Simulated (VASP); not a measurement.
A convergence study with VASP on HfN (rock salt): one setting is varied, all else stays as given below, so the limit is that of these other settings.

```
CELL_PARAMETERS angstrom
      0.00000     2.26000     2.26000
      2.26000     0.00000     2.26000
      2.26000     2.26000     0.00000
ATOMIC_POSITIONS crystal
  Hf 0.00000 0.00000 0.00000
  N  0.50000 0.50000 0.50000
```

Calculation: PBE GGA, VASP's PBE PAW potentials (set 64) (plane waves; VASP). The tightest run used: 700 eV cut-off, 24×24×24 Γ-centred mesh, first-order Methfessel-Paxton smearing of 0.10 eV, potentials Hf_pv N.

### Question
The settings run are 2×2×2 mesh; 3×3×3 mesh; 4×4×4 mesh; 5×5×5 mesh; 6×6×6 mesh; 7×7×7 mesh; 9×9×9 mesh; 10×10×10 mesh; 11×11×11 mesh; 13×13×13 mesh; 14×14×14 mesh; 15×15×15 mesh; 17×17×17 mesh; 18×18×18 mesh; 19×19×19 mesh; 20×20×20 mesh; 21×21×21 mesh; 23×23×23 mesh; 24×24×24 mesh. From which on does the stress (every component) stay within 0.1 GPa of the tightest run?

### Answer
From 9×9×9 mesh on: it is off by 0.02 there and by no more than 0.1 in any finer run, while 7×7×7 mesh is off by 0.26.
```json
[
 {"setting": "2×2×2 mesh", "E (eV/atom)": "-10.8315", "pressure (GPa)": "2.66", "irreducible k-points": "3", "difference judged (GPa)": "0.12"},
 {"setting": "3×3×3 mesh", "E (eV/atom)": "-10.7685", "pressure (GPa)": "4.66", "irreducible k-points": "4", "difference judged (GPa)": "2.12"},
 {"setting": "4×4×4 mesh", "E (eV/atom)": "-10.8778", "pressure (GPa)": "2.78", "irreducible k-points": "8", "difference judged (GPa)": "0.24"},
 {"setting": "5×5×5 mesh", "E (eV/atom)": "-10.8866", "pressure (GPa)": "2.42", "irreducible k-points": "10", "difference judged (GPa)": "0.12"},
 {"setting": "6×6×6 mesh", "E (eV/atom)": "-10.8998", "pressure (GPa)": "2.38", "irreducible k-points": "16", "difference judged (GPa)": "0.16"},
 {"setting": "7×7×7 mesh", "E (eV/atom)": "-10.8702", "pressure (GPa)": "2.80", "irreducible k-points": "20", "difference judged (GPa)": "0.26"},
 {"setting": "9×9×9 mesh", "E (eV/atom)": "-10.8836", "pressure (GPa)": "2.56", "irreducible k-points": "35", "difference judged (GPa)": "0.02"},
 {"setting": "10×10×10 mesh", "E (eV/atom)": "-10.8767", "pressure (GPa)": "2.59", "irreducible k-points": "47", "difference judged (GPa)": "0.05"},
 {"setting": "11×11×11 mesh", "E (eV/atom)": "-10.8775", "pressure (GPa)": "2.62", "irreducible k-points": "56", "difference judged (GPa)": "0.08"},
 {"setting": "13×13×13 mesh", "E (eV/atom)": "-10.8800", "pressure (GPa)": "2.54", "irreducible k-points": "84", "difference judged (GPa)": "0.01"},
 {"setting": "14×14×14 mesh", "E (eV/atom)": "-10.8786", "pressure (GPa)": "2.57", "irreducible k-points": "104", "difference judged (GPa)": "0.03"},
 {"setting": "15×15×15 mesh", "E (eV/atom)": "-10.8807", "pressure (GPa)": "2.54", "irreducible k-points": "120", "difference judged (GPa)": "0.00"},
 {"setting": "17×17×17 mesh", "E (eV/atom)": "-10.8796", "pressure (GPa)": "2.56", "irreducible k-points": "165", "difference judged (GPa)": "0.02"},
 {"setting": "18×18×18 mesh", "E (eV/atom)": "-10.8802", "pressure (GPa)": "2.55", "irreducible k-points": "195", "difference judged (GPa)": "0.00"},
 {"setting": "19×19×19 mesh", "E (eV/atom)": "-10.8816", "pressure (GPa)": "2.52", "irreducible k-points": "220", "difference judged (GPa)": "0.02"},
 {"setting": "20×20×20 mesh", "E (eV/atom)": "-10.8798", "pressure (GPa)": "2.55", "irreducible k-points": "256", "difference judged (GPa)": "0.01"},
 {"setting": "21×21×21 mesh", "E (eV/atom)": "-10.8801", "pressure (GPa)": "2.55", "irreducible k-points": "286", "difference judged (GPa)": "0.01"},
 {"setting": "23×23×23 mesh", "E (eV/atom)": "-10.8803", "pressure (GPa)": "2.54", "irreducible k-points": "364", "difference judged (GPa)": "0.00"},
 {"setting": "24×24×24 mesh", "E (eV/atom)": "-10.8804", "pressure (GPa)": "2.54", "irreducible k-points": "413", "difference judged (GPa)": "0.00"}
]
```

Left out are rungs that failed or repeat a setting and relaxations that didn't move; long series are thinned to 24 rows.

The compound is HfN in the rock salt structure. The cell was not relaxed at this level. The electron count is odd and the run is not spin-polarised, which forces a metal.
